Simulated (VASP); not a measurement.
VASP runs on Ni₃Fe (L1_2) share one base input (PBE GGA, plane waves, VASP's PBE PAW potentials (set 64)) and change the settings named in each case.

### INCAR
```
EDIFF  =  1E-6   ! SCF stop (eV)
NELM  =  100   ! most electronic steps
ISPIN  =  2   ! spin-polarised
MAGMOM  =  3.0 0.7 0.7 0.7
LMAXMIX  =  4   ! l cut-off of mixed one-centre charges
ISMEAR  =  1   ! Methfessel-Paxton
LWAVE  =  .FALSE.
PREC  =  Accurate
GGA  =  PE   ! PBE
LORBIT  =  10
ISIF  =  2   ! forces and stress, cell fixed
SYSTEM  =  Ni3Fe
LASPH  =  .TRUE.   ! aspherical one-centre terms
ENCUT  =  400   ! plane-wave cut-off (eV)
LCHARG  =  .FALSE.
SIGMA  =  0.1   ! width (eV)
LREAL  =  .FALSE.   ! projection in real space or not
ALGO  =  Normal
```

File POSCAR:
```
Ni3Fe
1
    3.5500000000     0.0000000000     0.0000000000
    0.0000000000     3.5500000000     0.0000000000
    0.0000000000     0.0000000000     3.5500000000
Fe Ni
1 3
Direct
  0.0000000000   0.0000000000   0.0000000000
  0.0000000000   0.5000000000   0.5000000000
  0.5000000000   0.0000000000   0.5000000000
  0.5000000000   0.5000000000   0.0000000000
```

File KPOINTS:
```
kpoints
0
Gamma
 8 8 8
```

POTCAR, in this order: Fe Ni (PBE.64 set). Program: vasp_std.

| change | E(σ→0) (eV/atom) | pressure (GPa) | moment (μB) | −TS (eV) |
|---|---|---|---|---|
| base run | -6.2490 | -1.45 | 4.82 | -0.0011 |
| ISPIN = 1, the spin start removed | -5.9755 | -9.59 | - | 0.0028 |
| MAGMOM = 0 0 0 0 | -5.9755 | -9.64 | 0.11 | 0.0029 |
| MAGMOM = 0.6 0.13999999999999999 0.13999999999999999 0.13999999999999999 | -6.2490 | -1.48 | 4.82 | -0.0011 |
| MAGMOM = 5.0 2.7 2.7 2.7 | -6.2490 | -1.47 | 4.82 | -0.0011 |
| MAGMOM = 3.0 -0.7 0.7 -0.7 | -6.2490 | -1.49 | 4.82 | -0.0011 |
| NUPDOWN = 0 | -5.9928 | -6.37 | 0.00 | 0.0017 |
| NUPDOWN = 1 | -6.0245 | -5.90 | 1.00 | -0.0016 |
| NUPDOWN = 2 | -6.0787 | -4.29 | 2.00 | -0.0050 |
| NUPDOWN = 3 | [?] | [?] | [?] | [?] |
| NUPDOWN = 5 | -6.2482 | -1.03 | 5.00 | -0.0021 |

Q: What belongs in the gaps?

A: 
- NUPDOWN = 3, E(σ→0) (eV/atom): -6.1511
- NUPDOWN = 3, pressure (GPa): -2.56
- NUPDOWN = 3, moment (μB): 3.00
- NUPDOWN = 3, −TS (eV): -0.0022

Left out are runs that ran out of time, are held back, or changed the cell or the kind of run, fixed moments of cells without a moment, rows past the twelfth, gaps on odd meshes, pressures of charged cells and columns that move by less than the noise.

The compound is Ni3Fe in the L1_2 structure. The cell was not relaxed at this level.
